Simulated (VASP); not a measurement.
Here is the system:

```yaml
crystal:
  lattice:
    - [4.76415, 0.00000, 0.00000]
    - [0.00000, 4.76415, 0.00000]
    - [0.00000, 0.00000, 3.17997]
  atoms:
    - { symbol: Zn, position: [0.00000, 0.00000, 0.00000] }
    - { symbol: Zn, position: [0.50000, 0.50000, 0.50000] }
    - { symbol: F, position: [0.30345, 0.30345, 0.00000] }
    - { symbol: F, position: [0.80345, 0.19655, 0.50000] }
    - { symbol: F, position: [0.19655, 0.80345, 0.50000] }
    - { symbol: F, position: [0.69655, 0.69655, 0.00000] }
```

Computed with PBE GGA with D4 dispersion, VASP's PBE PAW potentials (set 64) (plane waves; VASP). Run with 520 eV cut-off, 5×5×8 Γ-centred mesh, tetrahedra with Blöchl corrections, potentials Zn F.

Task: Predict the energy per atom (σ→0), band gap (on the k-mesh) with the smallest direct gap where there is one.

Result: 
The band gap (on the k-mesh) is 3.43 eV. The smallest direct gap (on the k-mesh) comes out as 3.43 eV and the energy per atom (σ→0) is -4.009 eV/atom.

The absolute energy has meaning only against runs of the same code, potentials and settings.

The compound is ZnF2 in the rutile structure. It was relaxed first.
